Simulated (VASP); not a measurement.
Input:

```
SnS2
1.0
    3.64951     0.00000     0.00000
   -1.82475     3.16057     0.00000
    0.00000     0.00000    12.07286
Sn S
2 4
Cartesian
  0.00000   2.10705   7.54577
  1.82476   1.05352   1.50934
  1.82476   1.05352   9.02047
  0.00000   2.10705   2.98404
  0.00000   0.00000   0.03394
  0.00000   0.00000   6.07037
```

Calculation: PBEsol GGA, VASP's PBE PAW potentials (set 64) (plane waves; VASP). Run with 400 eV cut-off, 8×8×2 Γ-centred mesh, tetrahedra with Blöchl corrections, potentials Sn_d S.

The cores are frozen, which limits the accuracy of field gradients. Without a dispersion term in the relaxation, distances and binding between the weakly bound layers, chains or molecules are unreliable, and so is what depends on them.

Task: Give the principal components of the electric field gradient (V/Å²) and the asymmetry η at each nucleus.

Result: 
```csv
atom,Vxx,Vyy,Vzz,η
Sn1,-4.5,-4.5,9.1,0.00
Sn2,-4.5,-4.5,9.1,0.00
S3,21.8,21.8,-43.6,0.00
S4,21.8,21.8,-43.6,0.00
S5,22.1,22.1,-44.2,0.00
S6,22.1,22.1,-44.2,0.00
```

The structure comes from a computed database's SnS2 entry (P6_3mc); how it stands against other phases isn't given here. It was relaxed first.
